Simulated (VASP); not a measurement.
These are LDA (Ceperley-Alder, Perdew-Zunger), VASP's LDA PAW potentials (set 64) (plane waves; VASP 6.6.1) values and carry that method's errors.

The input files of a VASP run:

**KPOINTS**
```
Automatic mesh
0
Gamma
4 4 3
0 0 0
```

**INCAR**
```
ENCUT=300
LCHARG=F
ISIF=2
ISPIN=2   # spin-polarised
LREAL=F
PREC=Accurate
SYSTEM=MnGe2
MAGMOM=4.0 2*0.0
ISMEAR=0   # Gaussian
NELM=100   # most electronic steps
ALGO=Normal   # blocked Davidson
LORBIT=11
EDIFF=1E-6
LMAXMIX=4   # l cut-off of mixed one-centre charges
LASPH=T   # aspherical one-centre terms
LWAVE=F
SIGMA=0.1   # width (eV)
```

### POSCAR
```
MnGe2
1
    4.4608130000     0.0000000000     0.0000000000
   -2.2304070000     3.8631780000     0.0000000000
    0.0000000000     0.0000000000     4.8299990000
Mn Ge
1 2
Direct
  0.0000000000   0.0000000000   0.0000000000
  0.3333330000   0.6666670000   0.5000000000
  0.6666670000   0.3333330000   0.5000000000
```

POTCAR, in this order: Mn_pv Ge_d (LDA.64 set). Program: vasp_std.

Output of the run:

File OUTCAR:
```
 ion  position               nearest neighbor table
   1  0.000  0.000  0.000-
   2  0.333  0.667  0.500-   3 2.58   3 2.58   3 2.58
   3  0.667  0.333  0.500-   2 2.58   2 2.58   2 2.58
  LATTYP: Found a hexagonal cell.
 ALAT       =     4.4608130000
 C/A-ratio  =     1.0827620436
 Subroutine PRICEL returns:
 Original cell was already a primitive cell.
 Subroutine GETGRP returns: Found 24 space group operations
The static configuration has the point symmetry D_6h.
The dynamic configuration has the point symmetry D_6h.
The overall configuration has the point symmetry D_6h.
 Subroutine INISYM returns: Found 24 space group operations
 Subroutine IBZKPT returns following result:
 Found      8 irreducible k-points:

 Following reciprocal coordinates:
            Coordinates               Weight
  0.000000  0.000000  0.000000      1.000000
  0.250000 -0.000000  0.000000      6.000000
  0.500000 -0.000000  0.000000      3.000000
  0.250000  0.250000  0.000000      6.000000
  0.000000  0.000000  0.333333      2.000000
  0.250000 -0.000000  0.333333     12.000000
  0.500000 -0.000000  0.333333      6.000000
  0.250000  0.250000  0.333333     12.000000
   k-points           NKPTS =      8   k-points in BZ     NKDIM =      8   number of bands    NBANDS=     26
   number of dos      NEDOS =    301   number of ions     NIONS =      3
   total plane-waves  NPLWV =  21952
   dimension x,y,z NGX =    28 NGY =   28 NGZ =   28
   dimension x,y,z NGXF=    56 NGYF=   56 NGZF=   56
   ions per type =               1   2
   PREC   = accura    normal or accurate (medium, high low for compatibility)
   ISTART =      0    job   : 0-new  1-cont  2-samecut
   ICHARG =      2    charge: 1-file 2-atom 10-const
   ISPIN  =      2    spin polarized calculation?
   LNONCOLLINEAR =      F non collinear calculations
   LSORBIT =      F    spin-orbit coupling
   INIWAV =      1    electr: 0-lowe 1-rand  2-diag
...
```

File OSZICAR:
```
       N       E                     dE             d eps       ncg     rms          rms(c)
DAV:   1     0.291213319570E+03    0.29121E+03   -0.17213E+04  1028   0.252E+03
DAV:   2     0.220173179960E+02   -0.26920E+03   -0.26335E+03   832   0.540E+02
DAV:   3    -0.164847369979E+02   -0.38502E+02   -0.37757E+02   890   0.160E+02
DAV:   4    -0.179671627113E+02   -0.14824E+01   -0.14672E+01   944   0.337E+01
DAV:   5    -0.180061370820E+02   -0.38974E-01   -0.38884E-01   978   0.540E+00    0.895E+00
DAV:   6    -0.191472795406E+02   -0.11411E+01   -0.43824E+01   910   0.268E+01    0.248E+01
DAV:   7    -0.164487418319E+02    0.26985E+01   -0.34064E+01   898   0.235E+01    0.741E+00
DAV:   8    -0.165233069215E+02   -0.74565E-01   -0.40392E-01   870   0.362E+00    0.395E+00
DAV:   9    -0.163498733722E+02    0.17343E+00   -0.13113E+00   938   0.576E+00    0.336E+00
DAV:  10    -0.163912770534E+02   -0.41404E-01   -0.88314E-02   848   0.172E+00    0.189E+00
DAV:  11    -0.163988921621E+02   -0.76151E-02   -0.31422E-02   908   0.900E-01    0.506E-01
DAV:  12    -0.163997434306E+02   -0.85127E-03   -0.56322E-03   874   0.380E-01    0.945E-02
DAV:  13    -0.163997726437E+02   -0.29213E-04   -0.38962E-04   930   0.137E-01    0.487E-02
DAV:  14    -0.163997771797E+02   -0.45360E-05   -0.34589E-05   938   0.602E-02    0.393E-02
DAV:  15    -0.163997772751E+02   -0.95415E-07   -0.17986E-05   826   0.256E-02    0.128E-02
DAV:  16    -0.163997776302E+02   -0.35515E-06   -0.47018E-06   636   0.130E-02
   1 F= -.16399778E+02 E0= -.16393527E+02  d E =-.125021E-01  mag=     4.4262
```

File OUTCAR:
```
------------------------ aborting loop because EDIFF is reached ----------------------------------------
  FORCE on cell =-STRESS in cart. coord.  units (eV):
  Direction    XX          YY          ZZ          XY          YZ          ZX
  --------------------------------------------------------------------------------------
  Total       -5.0470779     -5.0470795     -6.4368904      0.0000007     -0.0000000     -0.0000000
  in kB      -97.1504494    -97.1504806   -123.9027431      0.0000126     -0.0000000     -0.0000000
  external PRESSURE =    -106.0678911 kB  Pullay stress =       0.0000000 kB
  volume of cell :       83.23
      direct lattice vectors                 reciprocal lattice vectors
     4.460813000  0.000000000  0.000000000     0.224174383  0.129427148  0.000000000
    -2.230407000  3.863178000  0.000000000     0.000000000  0.258854239  0.000000000
     0.000000000  0.000000000  4.829999000     0.000000000  0.000000000  0.207039380
 POSITION                                       TOTAL-FORCE (eV/Angst)
 -----------------------------------------------------------------------------------
      0.00000      0.00000      0.00000        -0.000000      0.000000      0.000000
     -0.00000      2.57545      2.41500         0.000000      0.000000      0.000000
      2.23041      1.28772      2.41500        -0.000000     -0.000000      0.000000
 -----------------------------------------------------------------------------------
    total drift:                                0.000000      0.000000      0.000000
  FREE ENERGIE OF THE ION-ELECTRON SYSTEM (eV)
  ---------------------------------------------------
  free  energy   TOTEN  =       -16.3997776302 eV

  energy  without entropy=      -16.3872755733  energy(sigma->0) =      -16.39352660

 total charge

# of ion       s       p       d       tot
------------------------------------------
    1        0.245   6.041   4.919  11.204
    2        1.245   0.975  10.005  12.224
    3        1.245   0.975  10.005  12.224
--------------------------------------------------
tot          2.734   7.991  24.928  35.653

 magnetization (x)

# of ion       s       p       d       tot
------------------------------------------
    1        0.061   0.009   4.154   4.224
    2        0.007  -0.028  -0.000  -0.020
    3        0.007  -0.028  -0.000  -0.020
--------------------------------------------------
tot          0.075  -0.046   4.153   4.183
```
(Selected blocks of OUTCAR.)

At this cut-off the stress carries a Pulay error, which pulls relaxed volumes low. The moments were started parallel, and other spin orders were not tried in this run.

The structure was generated: MnGe2 was put into an ordered model structure, which need not be its known phase. The cell was not relaxed at this level. The k-mesh is coarse (spacing up to 0.43 per Å, 2π included), so the numbers may not be converged in it. The run is one of a series of settings (GGA removed, POTCAR Mn_pv Ge_d (LDA.64 set) against the base run), some of them coarse on purpose.
